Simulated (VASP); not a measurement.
OSZICAR of a VASP run on Ca (fcc):

File OSZICAR:
```
       N       E                     dE             d eps       ncg     rms          rms(c)
DAV:   1     0.614460732049E+02    0.61446E+02   -0.50479E+03  1008   0.987E+02
DAV:   2    -0.400016629625E+00   -0.61846E+02   -0.61578E+02  1041   0.226E+02
DAV:   3    -0.170636148941E+01   -0.13063E+01   -0.12987E+01  1537   0.338E+01
DAV:   4    -0.175705654907E+01   -0.50695E-01   -0.50660E-01  1588   0.504E+00
DAV:   5    -0.175774200245E+01   -0.68545E-03   -0.68498E-03  1548   0.401E-01    0.231E+00
DAV:   6    -0.175660483416E+01    0.11372E-02   -0.12778E-02  1423   0.142E+00    0.143E+00
DAV:   7    -0.175835025729E+01   -0.17454E-02   -0.19979E-02  1163   0.195E+00    0.109E-01
DAV:   8    -0.175787767345E+01    0.47258E-03   -0.22733E-03  1260   0.520E-01    0.222E-02
DAV:   9    -0.175790234183E+01   -0.24668E-04   -0.16934E-04  1669   0.950E-02    0.109E-02
DAV:  10    -0.175790120894E+01    0.11329E-05   -0.19333E-05  1293   0.494E-02    0.145E-03
DAV:  11    -0.175790042877E+01    0.78017E-06   -0.11947E-06  1531   0.112E-02    0.496E-04
DAV:  12    -0.175790030848E+01    0.12029E-06   -0.69763E-08  1080   0.193E-03    0.178E-04
DAV:  13    -0.175790038538E+01   -0.76900E-07   -0.11876E-08   721   0.919E-04
   1 F= -.17579004E+01 E0= -.17573041E+01  d E =-.178890E-02
```

Which electronic solver shows in the log?

It is blocked Davidson (ALGO = Normal, or the opening steps of other solvers). The INCAR had ALGO = Normal.

Can the final energy be trusted as converged?

The run converged. It stopped with EDIFF = 1E-7, NELM = 100 (revPBE GGA, plane waves, VASP's PBE PAW potentials (set 64)).

The compound is Ca in the fcc structure. This cell is one point of a volume scan, at 1.06 of the reference volume.
